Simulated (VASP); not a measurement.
```yaml
crystal:
  lattice:
    - [3.86932, 0.00000, 0.00000]
    - [0.00000, 3.86932, 0.00000]
    - [0.00000, 0.00000, 5.03183]
  atoms:
    - { symbol: Sn, position: [0.50000, 0.00000, 0.76897] }
    - { symbol: Sn, position: [0.00000, 0.50000, 0.23103] }
    - { symbol: O, position: [0.50000, 0.50000, 0.00000] }
    - { symbol: O, position: [0.00000, 0.00000, 0.00000] }
```

All values below come from PBE GGA, VASP's PBE PAW potentials (set 64) (plane waves; VASP). Run with 520 eV cut-off, Gaussian smearing of 0.050 eV, potentials Sn_d O.

Without a dispersion term in the relaxation, distances and binding between the weakly bound layers, chains or molecules are unreliable, and so is what depends on them. Unless said otherwise, spin-orbit coupling is left out, though it shifts the bands of the heavy elements here.

**Question.** Predict the band gap (along the path) with the smallest direct gap where there is one.

**Answer.** 
```json
{
  "band gap (along the path)": "0.43 eV",
  "smallest direct gap (along the path)": "1.93 eV"
}
```

Total energies compare only between runs with the same potentials, cut-off and functional.

The compound is SnO in the litharge structure. It was relaxed first, which changed the volume by +8 %.
